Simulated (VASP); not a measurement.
Energy against volume of CsCl (CsCl type). These are optB86b-vdW, VASP's PBE PAW potentials (set 64) (plane waves; VASP) values and carry that method's errors. Settings: 520 eV cut-off, 7×7×7 Γ-centred mesh, Gaussian smearing of 0.050 eV, potentials Cs_sv Cl.

| V (Å³/atom) | E (eV/atom) |
|---|---|
| 33.195 | -1.14509 |
| 34.222 | -1.14741 |
| 35.248 | -1.14589 |
| 36.275 | -1.14119 |

Q: Fit these four points and predict the energy of the run at 32.168 Å³/atom.

A: A cubic in V^(−2/3), the third-order Birch-Murnaghan form, passes through the four points with V0 = 34.30 Å³/atom and B0 = 20 GPa, and gives -1.1381 eV/atom there. The run gave -1.1382 eV/atom, -0.0 meV/atom from the fit; all five points give B0 = 20 GPa.

The compound is CsCl in the CsCl type structure. It was relaxed first.
